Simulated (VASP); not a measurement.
These are r2SCAN meta-GGA, VASP's PBE PAW potentials (set 64) (plane waves; VASP) values and carry that method's errors.

Input for VASP

File POSCAR:
```
PrMg3
1
    0.0000000000     3.7842231113     3.7842231113
    3.7842231113     0.0000000000     3.7842231113
    3.7842231113     3.7842231113     0.0000000000
Pr Mg
1 3
Direct
  0.0000000000   0.0000000000   0.0000000000
  0.5000000000   0.5000000000   0.5000000000
  0.7500000000   0.7500000000   0.7500000000
  0.2500000000   0.2500000000   0.2500000000
```

KPOINTS:
```
Automatic mesh
0
Gamma
8 8 8
0 0 0
```

### INCAR
```
# general
SYSTEM  = PrMg3
PREC    = Accurate
ENCUT   = 480
LREAL   = .FALSE.
LASPH   = .TRUE.

# electronic loop
EDIFF   = 1E-7
NELM    = 100
ALGO    = Normal
LMAXMIX = 6
LMIXTAU = .TRUE.

# smearing
ISMEAR  = 1
SIGMA   = 0.1

# functional
METAGGA = R2SCAN

# ions
ISIF    = 2

# output
LWAVE   = .FALSE.
LCHARG  = .FALSE.
```

POTCAR, in this order: Pr_3 Mg (PBE.64 set). Program: vasp_std.

Output

**OSZICAR**
```
       N       E                     dE             d eps       ncg     rms          rms(c)
DAV:   1     0.474817747047E+02    0.47482E+02   -0.65110E+03   696   0.111E+03
DAV:   2    -0.416960782459E+02   -0.89178E+02   -0.86668E+02   832   0.216E+02
DAV:   3    -0.462759945410E+02   -0.45799E+01   -0.44018E+01  1140   0.414E+01
DAV:   4    -0.464742927815E+02   -0.19830E+00   -0.19707E+00   928   0.831E+00
DAV:   5    -0.464792424202E+02   -0.49496E-02   -0.49520E-02  1028   0.126E+00    0.352E+00
DAV:   6    -0.424571612296E+02    0.40221E+01   -0.23457E+00  1096   0.913E+00    0.295E+00
DAV:   7    -0.422136033598E+02    0.24356E+00   -0.95887E-01   844   0.801E+00    0.189E+00
DAV:   8    -0.426836307392E+02   -0.47003E+00   -0.23333E+00   884   0.702E+00    0.162E+00
DAV:   9    -0.423655591179E+02    0.31807E+00   -0.15347E+00   860   0.754E+00    0.322E-01
DAV:  10    -0.423576211315E+02    0.79380E-02   -0.62597E-02   852   0.203E+00    0.217E-01
DAV:  11    -0.423760558696E+02   -0.18435E-01   -0.29471E-02   728   0.198E+00    0.175E-01
DAV:  12    -0.423737644905E+02    0.22914E-02   -0.31262E-03   856   0.599E-01    0.123E-01
DAV:  13    -0.423752693775E+02   -0.15049E-02   -0.69352E-04   780   0.264E-01    0.662E-02
DAV:  14    -0.423741672353E+02    0.11021E-02   -0.14530E-03   732   0.443E-01    0.378E-02
DAV:  15    -0.423742156153E+02   -0.48380E-04   -0.42394E-05   940   0.560E-02    0.324E-02
DAV:  16    -0.423742326850E+02   -0.17070E-04   -0.12497E-06   940   0.988E-03    0.328E-02
DAV:  17    -0.423747575550E+02   -0.52487E-03   -0.91356E-04   744   0.296E-01    0.358E-02
DAV:  18    -0.423747604847E+02   -0.29296E-05   -0.38708E-05   808   0.550E-02    0.286E-02
DAV:  19    -0.423747532971E+02    0.71876E-05   -0.12772E-04  1000   0.860E-02    0.122E-02
DAV:  20    -0.423747514032E+02    0.18939E-05   -0.92525E-06  1016   0.199E-02    0.711E-03
DAV:  21    -0.423747500775E+02    0.13257E-05   -0.13464E-05   740   0.375E-02    0.265E-03
DAV:  22    -0.423747536639E+02   -0.35864E-05   -0.10206E-05  1016   0.182E-02    0.335E-03
DAV:  23    -0.423747530826E+02    0.58134E-06   -0.60673E-07   832   0.102E-02    0.231E-03
DAV:  24    -0.423747535943E+02   -0.51169E-06   -0.51078E-07   812   0.567E-03    0.530E-04
DAV:  25    -0.423747532286E+02    0.36566E-06   -0.29982E-07   788   0.349E-03    0.229E-04
DAV:  26    -0.423747532636E+02   -0.35003E-07   -0.32318E-08   404   0.174E-03
   1 F= -.42374753E+02 E0= -.42374187E+02  d E =-.170005E-02
```

### OUTCAR
```
------------------------ aborting loop because EDIFF is reached ----------------------------------------
  FORCE on cell =-STRESS in cart. coord.  units (eV):
  Direction    XX          YY          ZZ          XY          YZ          ZX
  --------------------------------------------------------------------------------------
  Total       -1.4077938     -1.4077938     -1.4077938      0.0000000      0.0000000     -0.0000000
  in kB      -20.8108316    -20.8108316    -20.8108316      0.0000000      0.0000000     -0.0000000
  external PRESSURE =     -20.8108316 kB  Pullay stress =       0.0000000 kB
  volume of cell :      108.38
      direct lattice vectors                 reciprocal lattice vectors
     0.000000000  3.784223111  3.784223111    -0.132127516  0.132127516  0.132127516
     3.784223111  0.000000000  3.784223111     0.132127516 -0.132127516  0.132127516
     3.784223111  3.784223111  0.000000000     0.132127516  0.132127516 -0.132127516
 POSITION                                       TOTAL-FORCE (eV/Angst)
 -----------------------------------------------------------------------------------
      0.00000      0.00000      0.00000         0.000000      0.000000      0.000000
      3.78422      3.78422      3.78422         0.000000      0.000000      0.000000
      5.67633      5.67633      5.67633        -0.000000     -0.000000      0.000000
      1.89211      1.89211      1.89211         0.000000      0.000000     -0.000000
 -----------------------------------------------------------------------------------
    total drift:                               -0.000000      0.000000     -0.000000
  FREE ENERGIE OF THE ION-ELECTRON SYSTEM (eV)
  ---------------------------------------------------
  free  energy   TOTEN  =       -42.3747532636 eV

  energy  without entropy=      -42.3730532132  energy(sigma->0) =      -42.37418658
```
(Selected blocks of OUTCAR.)

The 4f electrons are frozen in the core of the lanthanide potential, so 4f levels, which can set the real gap, and their magnetism are missing.

The structure comes from a computed database's PrMg3 entry (Fm-3m); how it stands against other phases isn't given here. This cell was strained or had an atom moved on purpose. The electron count is odd and the run is not spin-polarised, which forces a metal.
